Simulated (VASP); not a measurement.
VASP ran on this input.

POSCAR:
```
Cs
1
   -2.9243932000     2.9243932000     2.9243932000
    2.9243932000    -2.9243932000     2.9243932000
    2.9243932000     2.9243932000    -2.9243932000
Cs
1
Direct
  0.0000000000   0.0000000000   0.0000000000
```

**INCAR**
```
! general
SYSTEM   = Cs
PREC     = Accurate
ENCUT    = 520
LREAL    = .FALSE.
LASPH    = .TRUE.

! electronic loop
EDIFF    = 1E-7
NELM     = 100
ALGO     = Normal
LMAXMIX  = 4

! smearing
ISMEAR   = 1
SIGMA    = 0.1

! functional
GGA      = MK
LUSE_VDW = .TRUE.
AGGAC    = 0.0
PARAM1   = 0.1234568
PARAM2   = 0.7114
ZAB_VDW  = -1.8867

! ions
ISIF     = 2

! output
LWAVE    = .FALSE.
LCHARG   = .FALSE.
```

File KPOINTS:
```
Automatic mesh
0
Gamma
9 9 9
0 0 0
```

POTCAR, in this order: Cs_sv (PBE.64 set). Program: vasp_std.

Task: Translate this rev-vdW-DF2 calculation to Quantum ESPRESSO's pw.x.

Result: One equivalent input (not run):
```
&CONTROL
  calculation = 'scf'
  pseudo_dir = './pseudo'
  outdir = './out'
  tprnfor = .true.
  tstress = .true.
/
&SYSTEM
  ibrav = 0
  nat = 1
  ntyp = 1
  ecutwfc = 50
  occupations = 'smearing'
  smearing = 'methfessel-paxton'
  degauss = 0.00735
  input_dft = 'vdw-df2-b86r'
/
&ELECTRONS
  conv_thr = 7.3e-09
  electron_maxstep = 100
/
ATOMIC_SPECIES
  Cs 132.905 Cs.upf
CELL_PARAMETERS angstrom
    -2.9243932    2.9243932    2.9243932
     2.9243932   -2.9243932    2.9243932
     2.9243932    2.9243932   -2.9243932
ATOMIC_POSITIONS crystal
  Cs   0.0000000  0.0000000  0.0000000
K_POINTS automatic
  9 9 9 0 0 0
```
Limits of the translation: the potentials are each code's own (VASP's PAW set, PseudoDojo norm-conserving files in pw.x), so ENCUT and ecutwfc are chosen apart and not converted; conv_thr bounds pw.x's estimated SCF error, while EDIFF bounds the energy change between steps.

The compound is Cs in the bcc structure. This cell is one point of a volume scan, at 0.94 of the reference volume.
